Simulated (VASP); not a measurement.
Output of a VASP run:

### OUTCAR
```
 ion  position               nearest neighbor table
   1  0.000  0.000  0.000-   2 2.75   2 2.75   2 2.75   2 2.75   2 2.75   2 2.75   2 2.75   2 2.75
  LATTYP: Found a simple tetragonal cell.
 ALAT       =     2.8560000000
 C/A-ratio  =     1.3107142857
 Subroutine PRICEL returns:
 Original cell was already a primitive cell.
 Subroutine GETGRP returns: Found 16 space group operations
The static configuration has the point symmetry D_4h.
The dynamic configuration has the point symmetry D_4h.
 Subroutine INISYM returns: Found 16 space group operations
 Subroutine IBZKPT returns following result:
 Found    105 irreducible k-points:

 Following reciprocal coordinates:
            Coordinates               Weight
  0.000000  0.000000  0.000000      1.000000
  0.090909  0.000000  0.000000      4.000000
  0.181818  0.000000  0.000000      4.000000
  0.272727  0.000000  0.000000      4.000000
  0.363636  0.000000  0.000000      4.000000
  0.454545  0.000000  0.000000      4.000000
  0.090909  0.090909  0.000000      4.000000
  0.181818  0.090909  0.000000      8.000000
  0.272727  0.090909  0.000000      8.000000
  0.363636  0.090909  0.000000      8.000000
  0.454545  0.090909  0.000000      8.000000
  0.181818  0.181818  0.000000      4.000000
  0.272727  0.181818  0.000000      8.000000
  0.363636  0.181818  0.000000      8.000000
  0.454545  0.181818  0.000000      8.000000
  0.272727  0.272727  0.000000      4.000000
  0.363636  0.272727  0.000000      8.000000
  0.454545  0.272727  0.000000      8.000000
  0.363636  0.363636  0.000000      4.000000
  0.454545  0.363636  0.000000      8.000000
  0.454545  0.454545  0.000000      4.000000
  0.000000  0.000000  0.111111      2.000000
  0.090909  0.000000  0.111111      8.000000
  0.181818  0.000000  0.111111      8.000000
  0.272727  0.000000  0.111111      8.000000
  0.363636  0.000000  0.111111      8.000000
  0.454545  0.000000  0.111111      8.000000
  0.090909  0.090909  0.111111      8.000000
  0.181818  0.090909  0.111111     16.000000
  0.272727  0.090909  0.111111     16.000000
  0.363636  0.090909  0.111111     16.000000
  0.454545  0.090909  0.111111     16.000000
  0.181818  0.181818  0.111111      8.000000
  0.272727  0.181818  0.111111     16.000000
  0.363636  0.181818  0.111111     16.000000
  0.454545  0.181818  0.111111     16.000000
  0.272727  0.272727  0.111111      8.000000
  0.363636  0.272727  0.111111     16.000000
  0.454545  0.272727  0.111111     16.000000
  0.363636  0.363636  0.111111      8.000000
   k-points           NKPTS =    105   k-points in BZ     NKDIM =    105   number of bands    NBANDS=     15
   number of dos      NEDOS =    301   number of ions     NIONS =      2
   total plane-waves  NPLWV =   9600
   dimension x,y,z NGX =    20 NGY =   20 NGZ =   24
   dimension x,y,z NGXF=    40 NGYF=   40 NGZF=   48
   ions per type =               1   1
   PREC   = accura    normal or accurate (medium, high low for compatibility)
   ISTART =      0    job   : 0-new  1-cont  2-samecut
   ICHARG =      2    charge: 1-file 2-atom 10-const
   ISPIN  =      1    spin polarized calculation?
   LNONCOLLINEAR =      F non collinear calculations
   LSORBIT =      F    spin-orbit coupling
   INIWAV =      1    electr: 0-lowe 1-rand  2-diag
   ENCUT  =  400.0 eV  29.40 Ry    5.42 a.u.   4.66  4.66  6.10*2*pi/ulx,y,z
   NELM   =    100;   NELMIN=  2; NELMDL= -5     # of ELM steps
   EDIFF  = 0.1E-05   stopping-criterion for ELM
   LREAL  =      F    real-space projection
   NLSPLINE    = F    spline interpolate recip. space projectors
   LMAXMIX     =    6 max onsite mixed and CHGCAR
   VOSKOWN=      0    Vosko Wilk Nusair interpolation
   EDIFFG = 0.1E-04   stopping-criterion for IOM
   NSW    =      0    number of steps for IOM
   NBLOCK =      1;   KBLOCK =      1    inner block; outer block
   IBRION =     -1    ionic relax: 0-MD 1-quasi-New 2-CG
...
```

OSZICAR:
```
       N       E                     dE             d eps       ncg     rms          rms(c)
DAV:   1     0.116747837023E+03    0.11675E+03   -0.97315E+03  3291   0.170E+03
DAV:   2    -0.431424359543E+01   -0.12106E+03   -0.11535E+03  3234   0.296E+02
DAV:   3    -0.798196044082E+01   -0.36677E+01   -0.36299E+01  3983   0.628E+01
DAV:   4    -0.802141054329E+01   -0.39450E-01   -0.39443E-01  3608   0.562E+00
DAV:   5    -0.802266908897E+01   -0.12585E-02   -0.12585E-02  4606   0.109E+00    0.105E+01
DAV:   6    -0.754235525223E+01    0.48031E+00   -0.91571E+00  3214   0.853E+01    0.544E+00
DAV:   7    -0.710852882675E+01    0.43383E+00   -0.31787E+00  3958   0.896E+01    0.510E+00
DAV:   8    -0.707011317951E+01    0.38416E-01   -0.22975E-01  4480   0.114E+01    0.258E+00
DAV:   9    -0.706391878302E+01    0.61944E-02   -0.21329E-02  4906   0.343E+00    0.139E-01
DAV:  10    -0.706350654460E+01    0.41224E-03   -0.32589E-03  4504   0.824E-01    0.783E-02
DAV:  11    -0.706351469726E+01   -0.81527E-05   -0.12309E-04  4890   0.299E-01    0.424E-02
DAV:  12    -0.706350569535E+01    0.90019E-05   -0.28483E-05  4144   0.182E-01    0.226E-03
DAV:  13    -0.706350559184E+01    0.10352E-06   -0.74728E-07  1995   0.102E-02
   1 F= -.70635056E+01 E0= -.70636731E+01  d E =0.502477E-03
```

### OUTCAR
```
------------------------ aborting loop because EDIFF is reached ----------------------------------------
  FORCE on cell =-STRESS in cart. coord.  units (eV):
  Direction    XX          YY          ZZ          XY          YZ          ZX
  --------------------------------------------------------------------------------------
  Total       -0.5031542     -0.5031542     -0.4663178      0.0000000      0.0000000      0.0000000
  in kB      -26.4015256    -26.4015256    -24.4686446      0.0000000      0.0000000      0.0000000
  external PRESSURE =     -25.7572319 kB  Pullay stress =       0.0000000 kB
  volume of cell :       30.53
      direct lattice vectors                 reciprocal lattice vectors
     2.856000000  0.000000000  0.000000000     0.350140056  0.000000000  0.000000000
     0.000000000  2.856000000  0.000000000     0.000000000  0.350140056  0.000000000
     0.000000000  0.000000000  3.743400000     0.000000000  0.000000000  0.267136827
 POSITION                                       TOTAL-FORCE (eV/Angst)
 -----------------------------------------------------------------------------------
      0.00000      0.00000      0.00000         0.000000      0.000000      0.000000
      1.42800      1.42800      1.87170         0.000000      0.000000      0.000000
 -----------------------------------------------------------------------------------
    total drift:                               -0.000000      0.000000      0.000000
  FREE ENERGIE OF THE ION-ELECTRON SYSTEM (eV)
  ---------------------------------------------------
  free  energy   TOTEN  =        -7.0635055918 eV

  energy  without entropy=       -7.0640080692  energy(sigma->0) =       -7.06367308
```
(Selected blocks of OUTCAR.)

**POSCAR**
```
CuAu
1
    2.8560000000     0.0000000000     0.0000000000
    0.0000000000     2.8560000000     0.0000000000
    0.0000000000     0.0000000000     3.7434000000
Cu Au
1 1
Direct
  0.0000000000   0.0000000000   0.0000000000
  0.5000000000   0.5000000000   0.5000000000
```

Write an INCAR and KPOINTS that could have produced this output.

This is not unique; one that fits is the input of the run itself, PBE GGA, plane waves, VASP's PBE PAW potentials (set 64).

**INCAR**
```
SYSTEM  =  CuAu
PREC  =  Accurate; ENCUT  =  400; LREAL  =  .False.
LASPH  =  .True.
EDIFF  =  1E-6; NELM  =  100; ALGO  =  Normal
LMAXMIX  =  6
ISMEAR  =  1; SIGMA  =  0.1
GGA  =  PE
ISIF  =  2
LWAVE  =  .False.; LCHARG  =  .False.
```

KPOINTS:
```
kpoints
0
Gamma
 11 11 9
```

POTCAR, in this order: Cu Au (PBE.64 set). Program: vasp_std.

The compound is CuAu in the L1_0 structure. The cell was not relaxed at this level.
